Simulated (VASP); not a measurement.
OSZICAR of a VASP run on V (bcc):

File OSZICAR:
```
       N       E                     dE             d eps       ncg     rms          rms(c)
DAV:   1     0.819157989627E+02    0.81916E+02   -0.74728E+03  3300   0.146E+03
DAV:   2    -0.169734095288E+02   -0.98889E+02   -0.96836E+02  3376   0.384E+02
DAV:   3    -0.186060496597E+02   -0.16326E+01   -0.15958E+01  3474   0.580E+01
DAV:   4    -0.186168189629E+02   -0.10769E-01   -0.10765E-01  3352   0.497E+00
DAV:   5    -0.186169539078E+02   -0.13494E-03   -0.13494E-03  3444   0.553E-01    0.235E+01
DAV:   6    -0.135113979888E+02    0.51056E+01   -0.13643E+01  3314   0.607E+01    0.333E+00
DAV:   7    -0.138527712032E+02   -0.34137E+00   -0.11517E+00  3304   0.159E+01    0.250E+00
DAV:   8    -0.138251191037E+02    0.27652E-01   -0.24469E-01  3308   0.748E+00    0.828E-01
DAV:   9    -0.138470647676E+02   -0.21946E-01   -0.16995E-02  3304   0.207E+00    0.879E-01
DAV:  10    -0.138399420016E+02    0.71228E-02   -0.27390E-02  3306   0.247E+00    0.103E-01
DAV:  11    -0.138412274841E+02   -0.12855E-02   -0.66673E-04  3308   0.399E-01    0.166E-01
DAV:  12    -0.138412477196E+02   -0.20235E-04   -0.73331E-04  3308   0.427E-01    0.534E-02
DAV:  13    -0.138410869617E+02    0.16076E-03   -0.11457E-04  3320   0.139E-01    0.102E-02
DAV:  14    -0.138410760496E+02    0.10912E-04   -0.34534E-06  3336   0.239E-02    0.236E-03
DAV:  15    -0.138410736148E+02    0.24348E-05   -0.41470E-07  3300   0.894E-03    0.654E-04
DAV:  16    -0.138410757715E+02   -0.21566E-05   -0.44524E-08  1666   0.284E-03    0.406E-04
DAV:  17    -0.138410750449E+02    0.72657E-06   -0.29145E-09  1652   0.922E-04    0.974E-05
DAV:  18    -0.138410753850E+02   -0.34010E-06   -0.76233E-10  1656   0.507E-04    0.352E-05
DAV:  19    -0.138410751907E+02    0.19425E-06   -0.79424E-11  1652   0.173E-04    0.442E-05
DAV:  20    -0.138410752708E+02   -0.80108E-07   -0.12784E-10  1656   0.172E-04
   1 F= -.13841075E+02 E0= -.13841055E+02  d E =-.601878E-04
```

Problem. Which electronic solver shows in the log?

Solution. It is blocked Davidson (ALGO = Normal, or the opening steps of other solvers). The INCAR had ALGO = Normal.

Problem. How was spin treated?

Solution. Without spin polarisation: there is no mag entry.

Problem. Can the final energy be trusted as converged?

Solution. The run converged. It stopped with EDIFF = 1E-7, NELM = 100 (r2SCAN+rVV10, plane waves, VASP's PBE PAW potentials (set 64)).

The compound is V in the bcc structure. It was relaxed first, which changed the volume by -5 %. The run is not spin-polarised, so no magnetic state was tried.
